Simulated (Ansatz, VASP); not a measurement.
BePd in VASP and in Ansatz

Contents of INCAR:

```
SYSTEM = BePd
PREC = Accurate ; ENCUT = 520
EDIFF = 1E-6 ; ISMEAR = -1
SIGMA = 0.05 ; LREAL = .FALSE.
LASPH = .TRUE. ; NELM = 60
ALGO = Normal ; ISIF = 2
LWAVE = .FALSE. ; LCHARG = .TRUE.
GGA = CA ; LELF = .TRUE.
LVHAR = .TRUE. ; NBANDS = 13
```

KPOINTS

```
regular mesh
0
G
  15 15 15
  0 0 0
```

Contents of POSCAR:

```
BePd
1.0
    2.7725795834      0.0000000000      0.0000000000
    0.0000000000      2.7725795834      0.0000000000
    0.0000000000      0.0000000000      2.7725795834
Be Pd
1 1
Direct
    0.0000000000      0.0000000000      0.0000000000
    0.5000000000      0.5000000000      0.5000000000
```

Input for Ansatz:

```yaml
crystal:
  lattice:
    - [2.7725795834, 0.0, 0.0]
    - [0.0, 2.7725795834, 0.0]
    - [0.0, 0.0, 2.7725795834]
  atoms:
    - { symbol: Be, position: [0.0, 0.0, 0.0] }
    - { symbol: Pd, position: [0.5, 0.5, 0.5] }
kpoints:
  mp_grid: { grid: [15, 15, 15] }
  band_path:
    path:
      - [0.0, 0.0, 0.0]
      - [0.0, 0.5, 0.0]
      - [0.5, 0.5, 0.0]
      - [0.0, 0.0, 0.0]
      - [0.5, 0.5, 0.5]
      - [0.0, 0.5, 0.0]
      - [0.5, 0.5, 0.5]
      - [0.5, 0.5, 0.0]
    npoints: 14
scf:
  occupations: { method: fermi_dirac, width: 0.05 }
hamiltonian:
  xc: lda
  pseudopotentials: { kind: all_electron, lapw: { basis_error: 0.0005 } }
output:
  forces: true
  stress: true
  eigenvalues: true
  populations: true
```

The cell comes from a database or a generator and needn't be the stable form of this composition.

Alike in both runs: task single point; functional LDA; k mesh 15 × 15 × 15; occupations fermi-dirac, width 0.05 eV; no spin polarisation.

```csv
,VASP,Ansatz
version,VASP 6.6.1,Ansatz 0.2.0
potentials or method,"VASP PAW LDA potentials, release 64 (Be, Pd)","all-electron LAPW, scalar-relativistic"
plane-wave cutoff (eV),520,see its input
```

```tsv
	VASP	Ansatz	Ansatz less VASP
pressure (GPa)	0.7	0.0	-0.72
```

Ansatz ran all-electron here, so the differences hold the error of VASP's frozen core and of both bases.
